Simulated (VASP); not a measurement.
An input for Quantum ESPRESSO's pw.x (written as the equivalent of a VASP run, and not itself run):

```
&CONTROL
  calculation = 'vc-relax'
  pseudo_dir = './pseudo'
  outdir = './out'
  tprnfor = .true.
  tstress = .true.
  nstep = 40
  forc_conv_thr = 0.00078
/
&SYSTEM
  ibrav = 0
  nat = 3
  ntyp = 2
  ecutwfc = 84
  occupations = 'smearing'
  smearing = 'methfessel-paxton'
  degauss = 0.00735
  input_dft = 'pbe'
/
&ELECTRONS
  conv_thr = 7.3e-08
  electron_maxstep = 100
/
&IONS
/
&CELL
  press = 450
/
ATOMIC_SPECIES
  Pt 195.084 Pt.upf
  S 32.060 S.upf
CELL_PARAMETERS angstrom
     1.7088338   -2.9597895    0.0000000
     1.7088338    2.9597895   -0.0000000
    -0.0000000   -0.0000000    3.9122610
ATOMIC_POSITIONS crystal
  Pt   0.0000000  0.0000000  0.0000000
  S    0.3333330  0.6666670  0.3024157
  S    0.6666670  0.3333330  0.6975843
K_POINTS automatic
  10 10 8 0 0 0
```

Question: Write the VASP files for the same calculation (PBE).

Answer: Several could match; the one computed here: 
### INCAR
```
GGA=PE   ! PBE
NELM=100
LREAL=.FALSE.   ! projection in real space or not
LASPH=.TRUE.   ! aspherical one-centre terms
EDIFFG=-0.02   ! ionic stop
PREC=Accurate
LWAVE=.FALSE.
IBRION=2   ! conjugate gradients
EDIFF=1E-6   ! SCF stop (eV)
NSW=40
ISIF=3   ! ions, shape and volume
ENCUT=500
SIGMA=0.1   ! width (eV)
SYSTEM=PtS2
ALGO=Normal
LCHARG=.FALSE.
ISMEAR=1   ! Methfessel-Paxton
LMAXMIX=6   ! l cut-off of mixed one-centre charges
PSTRESS=450
```

**KPOINTS**
```
Automatic mesh
0
Gamma
10 10 8
0 0 0
```

**POSCAR**
```
PtS2
1
    1.7088337907    -2.9597894849     0.0000000000
    1.7088337907     2.9597894849    -0.0000000000
   -0.0000000000    -0.0000000000     3.9122610251
Pt S
1 2
Direct
  0.0000000000   0.0000000000   0.0000000000
  0.3333330000   0.6666670000   0.3024157171
  0.6666670000   0.3333330000   0.6975842829
```

POTCAR, in this order: Pt S (PBE.64 set). Program: vasp_std.

What does not carry over: the potentials are each code's own (VASP's PAW set, PseudoDojo norm-conserving files in pw.x), so ENCUT and ecutwfc are chosen apart and not converted; conv_thr bounds pw.x's estimated SCF error, while EDIFF bounds the energy change between steps; forc_conv_thr acts on force components and is met together with etot_conv_thr.

The compound is PtS2 in the 1T layered structure. It was relaxed first under an external pressure of 45 GPa.
